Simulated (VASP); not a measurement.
# Al: cell size and functional

Aim: relax Al at several levels of theory and compare the cells. The starting structure is a measured crystal structure from the Crystallography Open Database.

Main program and level: VASP 6.6.1; Kohn-Sham DFT with plane waves and PAW; PBEsol, r2SCAN, PBE and LDA.

### 1. The starting structure

It takes space group Fm-3m (No. 225, cubic). Conventional cell: a = 4.034 Å, b = 4.034 Å, c = 4.034 Å, α = 90.00°, β = 90.00°, γ = 90.00°. Al has 12 Al at 2.85 Å nearest.

### 2. Relaxation with PBEsol

PBEsol restores the gradient expansion of exchange and is tuned for the cells of solids. This run starts from the cell of an earlier relaxation, which isn't shown; the restart sets up the plane waves anew.

The input, INCAR:

```
SYSTEM = Al
PREC = Accurate
ENCUT = 520
EDIFF = 1E-07
NELM = 100
ISMEAR = 1
SIGMA = 0.15
LREAL = .FALSE.
ALGO = Normal
GGA = PS
NBANDS = 7
LORBIT = 11
LWAVE = .FALSE.
LCHARG = .FALSE.
KPAR = 4
IBRION = 2
NSW = 50
ISIF = 3
EDIFFG = -0.005
LASPH = .TRUE.
```

The input, POSCAR:

```
Al
1.0
    0.0000000000      2.0074084013      2.0074084013
    2.0074084013      0.0000000000      2.0074084013
    2.0074084013      2.0074084013      0.0000000000
Al
1
Direct
    0.0000000000      0.0000000000      0.0000000000
```

The input, KPOINTS:

```
Automatic mesh
0
Gamma
20 20 20
0 0 0
```

Potentials, in the order of the species: Al (PBE family, release 64).

Run with:

```bash
$ mpirun -np 4 vasp_std
```

Log:

```text
[banner, memory and clock lines left out]
running    4 mpi-ranks, on    1 nodes
 distrk:  each k-point on    1 cores,    4 groups
 distr:  one band on    1 cores,    1 groups

 POSCAR found type information on POSCAR Al
 POSCAR found :  1 types and       1 ions
|                                                                             |
|               ----> ADVICE to this user running VASP <----                  |
|                                                                             |
|     You enforced a specific xc type in the INCAR file but a different       |
|     [... a line on the potential file left out ...]
|     I HOPE YOU KNOW WHAT YOU ARE DOING!                                     |
|                                                                             |

 LDA part: xc-table for (Slater+PW92), standard interpolation
 POSCAR, INCAR and KPOINTS ok, starting setup
 FFT: planning ... GRIDC
 FFT: planning ... GRID_SOFT
 FFT: planning ... GRID
 WAVECAR not read
 entering main loop
       N       E                     dE             d eps       ncg     rms          rms(c)
DAV:   1    -0.263724638464E+01   -0.26372E+01   -0.88212E+02  3598   0.235E+02
DAV:   2    -0.411103635524E+01   -0.14738E+01   -0.14469E+01  4690   0.211E+01
DAV:   3    -0.412051058870E+01   -0.94742E-02   -0.94631E-02  4900   0.192E+00
DAV:   4    -0.412052872930E+01   -0.18141E-04   -0.18140E-04  5425   0.746E-02
DAV:   5    -0.412052876360E+01   -0.34301E-07   -0.33927E-07  4998   0.202E-03    0.143E+00
DAV:   6    -0.410323066094E+01    0.17298E-01   -0.21515E-03  4830   0.221E-01    0.811E-01
DAV:   7    -0.409156665751E+01    0.11664E-01   -0.58806E-03  4480   0.353E-01    0.171E-01
DAV:   8    -0.409155095068E+01    0.15707E-04   -0.22798E-05  5537   0.369E-02    0.109E-02
DAV:   9    -0.409155020387E+01    0.74680E-06   -0.34336E-07  4844   0.298E-03    0.828E-04
DAV:  10    -0.409154994477E+01    0.25910E-06   -0.40945E-09  5054   0.440E-04    0.434E-04
DAV:  11    -0.409154994327E+01    0.14975E-08   -0.88080E-11  2506   0.541E-05
   1 F= -.40915499E+01 E0= -.40914471E+01  d E =-.409155E+01
 curvature:   0.00 expect dE= 0.000E+00 dE for cont linesearch  0.000E+00
 trial: gam= 0.00000 g(F)=  0.000E+00 g(S)=  0.516E-08 ort = 0.000E+00 (trialstep = 0.100E+01)
 search vector abs. value=  0.526E-08
 reached required accuracy - stopping structural energy minimisation
```

The job ended after 4.6 s (4 MPI ranks of Intel Xeon Platinum 8488C (Sapphire Rapids), shared host; peak memory 0.54 GiB).

The logs omit lines about the potential files and the build; timing stands in the text.

Parts of OUTCAR (step 2):

```text
ion  position               nearest neighbor table
   1  0.000  0.000  0.000-

  LATTYP: Found a face centered cubic cell.
 ALAT       =     4.0148168026

 Subroutine GETGRP returns: Found 48 space group operations
 (whereof 48 operations were pure point group operations)

The static configuration has the point symmetry O_h .

 Found    256 irreducible k-points:

   k-points           NKPTS =    256   k-points in BZ     NKDIM =    256   number of bands    NBANDS=      7

   dimension x,y,z NGX =    24 NGY =   24 NGZ =   24
   dimension x,y,z NGXF=    48 NGYF=   48 NGZF=   48

   ENCUT  =  520.0 eV  38.22 Ry    6.18 a.u.   5.28  5.28  5.28*2*pi/ulx,y,z

   NELECT =       3.0000    total number of electrons

 k-points in reciprocal lattice and weights: Automatic mesh
   0.00000000  0.00000000  0.00000000       0.000
   0.05000000  0.00000000  0.00000000       0.001
   0.10000000  0.00000000  0.00000000       0.001
   0.15000000  0.00000000  0.00000000       0.001
   0.20000000  0.00000000  0.00000000       0.001
   0.25000000  0.00000000  0.00000000       0.001
   0.30000000  0.00000000  0.00000000       0.001
   0.35000000  0.00000000  0.00000000       0.001
   0.40000000  0.00000000  0.00000000       0.001
[...]
-0.30000000  0.50000000  0.20000000       0.002
  -0.25000000  0.50000000  0.25000000       0.001

 average (electrostatic) potential at core
       1 -72.0873

 E-fermi :   8.2119

 k-point     1 :       0.0000    0.0000    0.0000
  band No.  band energies     occupation
      1      -3.1105      2.00000
      2      20.8596      0.00000
      3      20.8596      0.00000
      4      20.8596      0.00000
      5      22.5010      0.00000
      6      22.5010      0.00000
    ...

 k-point     2 :       0.0500    0.0000    0.0000
  band No.  band energies     occupation
      1      -3.0417      2.00000
      2      19.5705      0.00000
      3      20.6131      0.00000
      4      20.6131      0.00000
      5      22.8556      0.00000
      6      22.8556      0.00000
    ...

 k-point     3 :       0.1000    0.0000    0.0000
  band No.  band energies     occupation
      1      -2.8354      2.00000
      2      17.5757      0.00000
      3      20.1664      0.00000
      4      20.1664      0.00000
      5      23.1187      0.00000
      6      23.6105      0.00000
    ...

  Total        0.0001889      0.0001889      0.0001889     -0.0000000      0.0000000      0.0000000
  in kB        0.0187076      0.0187076      0.0187076     -0.0000000      0.0000000      0.0000000
  external PRESSURE =       0.0187076 kB  Pullay stress =       0.0000000 kB

  energy-cutoff  :      520.00
  volume of cell :       16.18
      direct lattice vectors                 reciprocal lattice vectors
     0.000000000  2.007408401  2.007408401    -0.249077367  0.249077367  0.249077367
     2.007408401  0.000000000  2.007408401     0.249077367 -0.249077367  0.249077367
     2.007408401  2.007408401  0.000000000     0.249077367  0.249077367 -0.249077367

 POSITION                                       TOTAL-FORCE (eV/Angst)
 -----------------------------------------------------------------------------------
      0.00000      0.00000      0.00000         0.000000      0.000000      0.000000
 -----------------------------------------------------------------------------------
    total drift:                                0.000000     -0.000000     -0.000000

  FREE ENERGIE OF THE ION-ELECTRON SYSTEM (eV)
  ---------------------------------------------------
  free  energy   TOTEN  =        -4.0915499433 eV

  energy  without entropy=       -4.0912413800  energy(sigma->0) =       -4.09144709

 reached required accuracy - stopping structural energy minimisation

 total charge
# of ion       s       p       d       tot
------------------------------------------
    1        0.428   0.346   0.000   0.775

[... 3 further parts left out ...]
```

This run has no spin polarisation. Its electron count is odd, so without a moment it is a metal by construction. The PAW data sets were made with PBE, which is usual practice but a small mismatch for other functionals. The run keeps the 48 symmetry operations of its start, so it cannot find a distortion of lower symmetry.

With PBEsol the relaxed cell holds 16.178 Å³ an atom, -1.41 % against the measured cell, with a = 4.015 Å.

### 3. Relaxation with r2SCAN

r2SCAN adds the kinetic-energy density, costs more than a GGA and is run with LASPH. This run starts from the cell of an earlier relaxation, which isn't shown; the restart sets up the plane waves anew.

Changes to INCAR since step 2:

```diff
@@ -9,3 +9,4 @@
 ALGO = Normal
-GGA = PS
+METAGGA = R2SCAN
+LASPH = .TRUE.
 NBANDS = 7
@@ -19,2 +20 @@
 EDIFFG = -0.005
-LASPH = .TRUE.
```

The input, POSCAR:

```
Al
1.0
    0.0000000000      1.9931885808      1.9931885808
    1.9931885808      0.0000000000      1.9931885808
    1.9931885808      1.9931885808      0.0000000000
Al
1
Direct
    0.0000000000      0.0000000000      0.0000000000
```

KPOINTS is that of step 2.

Run with:

```bash
$ mpirun -np 4 vasp_std
```

Log:

```text
[banner, memory and clock lines left out]
running    4 mpi-ranks, on    1 nodes
[...]
[... a notice as in an earlier step ...]

 LDA part: xc-table for (None), standard interpolation
 POSCAR, INCAR and KPOINTS ok, starting setup
[...]
entering main loop
       N       E                     dE             d eps       ncg     rms          rms(c)
DAV:   1    -0.530384999347E+01   -0.53038E+01   -0.91024E+02  3605   0.246E+02
DAV:   2    -0.690240588074E+01   -0.15986E+01   -0.15523E+01  4669   0.230E+01
DAV:   3    -0.691340388532E+01   -0.10998E-01   -0.10984E-01  5019   0.219E+00
DAV:   4    -0.691342871711E+01   -0.24832E-04   -0.24832E-04  5411   0.902E-02
[...]
DAV:   9    -0.673849633482E+01    0.74130E-04   -0.28686E-05  4725   0.425E-02    0.476E-02
DAV:  10    -0.673851224679E+01   -0.15912E-04   -0.60064E-07  5761   0.483E-03    0.304E-03
DAV:  11    -0.673851224309E+01    0.36996E-08   -0.35210E-09  4277   0.543E-04
   1 F= -.67385122E+01 E0= -.67384233E+01  d E =-.673851E+01
[...]
reached required accuracy - stopping structural energy minimisation
```

Wall time 16 s (4 MPI ranks); peak memory 0.56 GiB; 60 s of CPU time.

OUTCAR, selected parts (step 3):

```text
  Total        0.0036878      0.0036878      0.0036878      0.0000000      0.0000000     -0.0000000
  in kB        0.3730838      0.3730838      0.3730838      0.0000000      0.0000000     -0.0000000
  external PRESSURE =       0.3730838 kB  Pullay stress =       0.0000000 kB

 POSITION                                       TOTAL-FORCE (eV/Angst)
 -----------------------------------------------------------------------------------
      0.00000      0.00000      0.00000         0.000000      0.000000      0.000000
 -----------------------------------------------------------------------------------
    total drift:                               -0.000000      0.000000      0.000000

  FREE ENERGIE OF THE ION-ELECTRON SYSTEM (eV)
  ---------------------------------------------------
  free  energy   TOTEN  =        -6.7385122431 eV

  energy  without entropy=       -6.7382453745  energy(sigma->0) =       -6.73842329

[... 2 parts as in an earlier step ...]

[... 2 further parts left out ...]
[key lines of the parts left out:]
E-fermi :   8.5030
```

With r2SCAN the relaxed cell holds 15.837 Å³ an atom, -3.49 % against the measured cell, with a = 3.986 Å. That is -2.11 % from PBEsol.

### 4. Relaxation with PBE

PBE, the usual starting point, adds the gradient of the density. This run starts from the cell of an earlier relaxation, which isn't shown; the restart sets up the plane waves anew.

Changes to INCAR since step 3:

```diff
@@ -9,4 +9,3 @@
 ALGO = Normal
-METAGGA = R2SCAN
-LASPH = .TRUE.
+GGA = PE
 NBANDS = 7
@@ -20 +19,2 @@
 EDIFFG = -0.005
+LASPH = .TRUE.
```

The input, POSCAR:

```
Al
1.0
    0.0000000000      2.0201226505      2.0201226505
    2.0201226505      0.0000000000      2.0201226505
    2.0201226505      2.0201226505      0.0000000000
Al
1
Direct
    0.0000000000      0.0000000000      0.0000000000
```

KPOINTS is that of step 3.

Run with:

```bash
$ mpirun -np 4 vasp_std
```

Log:

```text
[banner, memory and clock lines left out]
running    4 mpi-ranks, on    1 nodes
[...]
LDA part: xc-table for (Slater+PW92), standard interpolation
 POSCAR, INCAR and KPOINTS ok, starting setup
[...]
entering main loop
       N       E                     dE             d eps       ncg     rms          rms(c)
DAV:   1    -0.214484682301E+01   -0.21448E+01   -0.83323E+02  3605   0.232E+02
DAV:   2    -0.375766926178E+01   -0.16128E+01   -0.15500E+01  4830   0.218E+01
DAV:   3    -0.376786319503E+01   -0.10194E-01   -0.10185E-01  4991   0.196E+00
DAV:   4    -0.376788433978E+01   -0.21145E-04   -0.21144E-04  5418   0.755E-02
[...]
DAV:   9    -0.374517374196E+01    0.14904E-05   -0.83869E-07  5040   0.455E-03    0.743E-04
DAV:  10    -0.374517334153E+01    0.40044E-06   -0.38194E-09  4998   0.474E-04    0.212E-04
DAV:  11    -0.374517330384E+01    0.37689E-07   -0.14740E-10  2674   0.794E-05
   1 F= -.37451733E+01 E0= -.37450780E+01  d E =-.374517E+01
[...]
reached required accuracy - stopping structural energy minimisation
```

It took 4.6 s on 4 MPI ranks; peak memory 0.55 GiB; 15 s of CPU time.

Parts of OUTCAR (step 4):

```text
  Total       -0.0044826     -0.0044826     -0.0044826     -0.0000000      0.0000000     -0.0000000
  in kB       -0.4355867     -0.4355867     -0.4355867     -0.0000000      0.0000000     -0.0000000
  external PRESSURE =      -0.4355867 kB  Pullay stress =       0.0000000 kB

  FREE ENERGIE OF THE ION-ELECTRON SYSTEM (eV)
  ---------------------------------------------------
  free  energy   TOTEN  =        -3.7451733038 eV

  energy  without entropy=       -3.7448872733  energy(sigma->0) =       -3.74507796

[... 3 parts as in an earlier step ...]

[... 2 further parts left out ...]
[key lines of the parts left out:]
E-fermi :   8.0652
```

With PBE the relaxed cell holds 16.488 Å³ an atom, +0.47 % against the measured cell, with a = 4.040 Å. That is +1.91 % from PBEsol.

### 5. Relaxation with LDA

LDA, the lowest rung, knows the local density alone. This run starts from the cell of an earlier relaxation, which isn't shown; the restart sets up the plane waves anew.

Changes to INCAR since step 4:

```diff
@@ -9,3 +9,3 @@
 ALGO = Normal
-GGA = PE
+GGA = CA
 NBANDS = 7
```

The input, POSCAR:

```
Al
1.0
    0.0000000000      1.9917428873      1.9917428873
    1.9917428873      0.0000000000      1.9917428873
    1.9917428873      1.9917428873      0.0000000000
Al
1
Direct
    0.0000000000      0.0000000000      0.0000000000
```

KPOINTS is that of step 4.

Potentials, in the order of the species: Al (LDA family, release 64).

Run with:

```bash
$ mpirun -np 4 vasp_std
```

Log:

```text
[banner, memory and clock lines left out]
running    4 mpi-ranks, on    1 nodes
[...]
LDA part: xc-table for (Slater(with rela. corr.)+CA(PZ))
 , standard interpolation
 POSCAR, INCAR and KPOINTS ok, starting setup
[...]
entering main loop
       N       E                     dE             d eps       ncg     rms          rms(c)
DAV:   1    -0.244768402184E+01   -0.24477E+01   -0.86779E+02  3696   0.235E+02
DAV:   2    -0.421053072014E+01   -0.17628E+01   -0.17121E+01  4774   0.227E+01
DAV:   3    -0.422097798284E+01   -0.10447E-01   -0.10442E-01  4942   0.197E+00
DAV:   4    -0.422099390208E+01   -0.15919E-04   -0.15919E-04  5474   0.736E-02
[...]
DAV:   8    -0.419096238104E+01    0.24398E-04   -0.22279E-05  5691   0.350E-02    0.144E-02
DAV:   9    -0.419096216667E+01    0.21437E-06   -0.12702E-07  4858   0.182E-03    0.829E-04
DAV:  10    -0.419096215530E+01    0.11371E-07   -0.29188E-09  5019   0.356E-04
   1 F= -.41909622E+01 E0= -.41908499E+01  d E =-.419096E+01
[...]
reached required accuracy - stopping structural energy minimisation
```

Wall time 4 s (4 MPI ranks); peak memory 0.51 GiB.

From OUTCAR (step 5):

```text
  Total        0.0002644      0.0002644      0.0002644      0.0000000      0.0000000     -0.0000000
  in kB        0.0268083      0.0268083      0.0268083      0.0000000      0.0000000     -0.0000000
  external PRESSURE =       0.0268083 kB  Pullay stress =       0.0000000 kB

 POSITION                                       TOTAL-FORCE (eV/Angst)
 -----------------------------------------------------------------------------------
      0.00000      0.00000      0.00000         0.000000      0.000000      0.000000
 -----------------------------------------------------------------------------------
    total drift:                               -0.000000     -0.000000     -0.000000

  FREE ENERGIE OF THE ION-ELECTRON SYSTEM (eV)
  ---------------------------------------------------
  free  energy   TOTEN  =        -4.1909621553 eV

  energy  without entropy=       -4.1906253087  energy(sigma->0) =       -4.19084987

[... 2 parts as in an earlier step ...]

[... 2 further parts left out ...]
[key lines of the parts left out:]
E-fermi :   8.3054
```

With LDA the relaxed cell holds 15.803 Å³ an atom, -3.70 % against the measured cell, with a = 3.983 Å. That is -2.32 % from PBEsol.

### 6. Comparison

```csv
level,volume (Å³/atom),against the measured cell (%),a (Å),pressure left (GPa),core minutes
PBEsol,16.178,-1.41,4.0148,0.0,0.893
r2SCAN,15.837,-3.49,3.9864,0.04,4.76
PBE,16.488,0.47,4.0402,-0.04,0.76
LDA,15.803,-3.7,3.9835,0.0,1.11
```

Core minutes are wall time times ranks, summed over the relaxations behind a row (those for a bulk modulus apart), on shared hosts.

### 7. Results

* volume, PBEsol: 16.18 Å³/atom
* volume, r2SCAN: 15.84 Å³/atom
* volume, PBE: 16.49 Å³/atom
* volume, LDA: 15.80 Å³/atom

What this shows: Across 4 levels the volume of Al spans 4.3 %, from 15.80 Å³ an atom (LDA) to 16.49 Å³ (PBE). Against the measured volume of the starting structure, PBE comes nearest (+0.5 %) and LDA lies farthest (-3.7 %). The measured cell holds zero-point expansion and, unless it was taken cold, thermal expansion, which the runs lack, so small differences decide nothing. All runs keep the symmetry of the start, so they can't find a distortion of lower symmetry.

[Lines on the potential files, build, host, timing and source positions are cut from VASP's logs without a mark.]

[Logs are printed without paths, hosts, clocks, repeated set-up lines and the standing remarks that a program may print on its own settings, such as how far it seeks lower states.]

[Hosts, paths, dates, database ids (printed as entryN), source tags and the programs' standing remarks are cut or masked in the printed files.]
